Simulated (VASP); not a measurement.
Write the native input for VASP 6.6.1 that does the following.

```yaml
Task: single point
Functional: HSE06
Potentials_or_basis: VASP PAW PBE potentials, release 64 (Si, Ge_d, H)
Cutoff: 520 eV
k_mesh: 1 × 1 × 1
Occupations: gaussian, width 0.01 eV
Spin: no spin polarisation
Grid_for_exact_exchange_PRECFOCK: Fast
Screening_parameter: 0.2 1/A
Further_INCAR_settings: ALGO = Normal; EDIFF = 1e-07
```

SiGeH6, in a box:

```
Si Ge H
1.0
    13.00000    0.00000    0.00000
     0.00000   13.00000    0.00000
     0.00000    0.00000   14.00000
Si Ge H
1 1 6
Direct
  0.45897 0.53295 0.43005
  0.53946 0.47293 0.57203
  0.35295 0.56916 0.45143
  0.45327 0.44873 0.35840
  0.51878 0.61972 0.38882
  0.54634 0.55965 0.64645
  0.64905 0.43472 0.55072
  0.47800 0.38351 0.61579
```

These files were run (other wordings do the same):

POSCAR

```
SiGeH6
1.0
   13.0000000000      0.0000000000      0.0000000000
    0.0000000000     13.0000000000      0.0000000000
    0.0000000000      0.0000000000     14.0000000000
Si Ge H
1 1 6
Direct
    0.4589692300      0.5329500000      0.4300535700
    0.5394615400      0.4729269200      0.5720250000
    0.3529538500      0.5691576900      0.4514321400
    0.4532692300      0.4487269200      0.3584035700
    0.5187769200      0.6197192300      0.3888250000
    0.5463384600      0.5596500000      0.6464535700
    0.6490461500      0.4347192300      0.5507178600
    0.4780000000      0.3835115400      0.6157892900
```

INCAR.step1

```
SYSTEM = SiGeH6
  PREC = Accurate
  ENCUT = 520
  EDIFF = 1E-5
  ISMEAR = 0
  SIGMA = 0.01
  LREAL = .False.
  LASPH = .True.
  NELM = 100
  ALGO = Normal
  ISIF = 2
  LWAVE = .True.
  LCHARG = .False.
  GGA = PE
```

INCAR.step2

```
SYSTEM = SiGeH6
  PREC = Accurate
  ENCUT = 520
  EDIFF = 1E-7
  ISMEAR = 0
  SIGMA = 0.01
  LREAL = .False.
  LASPH = .True.
  NELM = 100
  ALGO = Normal
  ISIF = 2
  LWAVE = .False.
  LCHARG = .False.
  GGA = PE
  LHFCALC = .True.
  HFSCREEN = 0.2
  PRECFOCK = Fast
  ISTART = 1
```

KPOINTS

```
regular mesh
0
Gamma
  1 1 1
  0 0 0
```

Potentials or basis: VASP PAW PBE potentials, release 64 (Si, Ge_d, H).

Command:

```console
$ cat potpaw_PBE.64/Si/POTCAR potpaw_PBE.64/Ge_d/POTCAR potpaw_PBE.64/H/POTCAR > POTCAR
$ cp INCAR.step1 INCAR
$ mpirun -np 1 vasp_gam > vasp.out
$ cp INCAR.step2 INCAR
$ mpirun -np 1 vasp_gam > vasp.out
```

Results of the run:

```yaml
Largest_force: 0.185 eV/Å
Gap_between_the_frontier_levels: 7.24 eV
```

Caveat: the PAW data sets were made with another functional, which shifts forces and pressure a little.

Run time: 15 min on 1 thread of Intel(R) Xeon(R) Platinum 8488C (Sapphire Rapids), on a shared host, peak memory 1.7 GiB.
